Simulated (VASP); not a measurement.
An input for Quantum ESPRESSO's pw.x (written as the equivalent of a VASP run, and not itself run):

```
&CONTROL
  calculation = 'scf'
  pseudo_dir = './pseudo'
  outdir = './out'
  tprnfor = .true.
  tstress = .true.
/
&SYSTEM
  ibrav = 0
  nat = 2
  ntyp = 2
  ecutwfc = 74
  occupations = 'smearing'
  smearing = 'gaussian'
  degauss = 0.003675
  input_dft = 'vdw-df-cx'
/
&ELECTRONS
  conv_thr = 7.3e-09
  electron_maxstep = 100
/
ATOMIC_SPECIES
  K 39.098 K.upf
  Br 79.904 Br.upf
CELL_PARAMETERS angstrom
     0.0000000    3.3352247    3.3352247
     3.3352247    0.0000000    3.3352247
     3.3352247    3.3352247    0.0000000
ATOMIC_POSITIONS crystal
  K    0.0000000  0.0000000  1.0000000
  Br   0.5000000  0.5000000  0.5000000
K_POINTS automatic
  7 7 7 0 0 0
```

Problem. Write the VASP files for the same calculation (vdW-DF-cx).

Solution. One answer among several that fit: 
INCAR:
```
! general
SYSTEM   = KBr
PREC     = Accurate
ENCUT    = 520
LREAL    = .False.
LASPH    = .True.

! electronic loop
EDIFF    = 1E-7
NELM     = 100
ALGO     = Normal
LMAXMIX  = 4

! smearing
ISMEAR   = 0
SIGMA    = 0.05

! functional
GGA      = CX
LUSE_VDW = .True.
AGGAC    = 0.0

! ions
ISIF     = 2

! output
LWAVE    = .False.
LCHARG   = .False.
```

**KPOINTS**
```
Automatic
0
G
 7 7 7
0 0 0
```

### POSCAR
```
KBr
1.0
  0.0000000000   3.3352247220   3.3352247220
  3.3352247220   0.0000000000   3.3352247220
  3.3352247220   3.3352247220   0.0000000000
K Br
1 1
Cartesian
  3.3352247220   3.3352247220   0.0000000000
  3.3352247220   3.3352247220   3.3352247220
```

POTCAR, in this order: K_sv Br (PBE.64 set). Program: vasp_std.

The two are equivalent in intent, not identical: the potentials are each code's own (VASP's PAW set, PseudoDojo norm-conserving files in pw.x), so ENCUT and ecutwfc are chosen apart and not converted; conv_thr bounds pw.x's estimated SCF error, while EDIFF bounds the energy change between steps.

The compound is KBr in the rock salt structure. This cell is one point of a volume scan, at 1.03 of the reference volume.
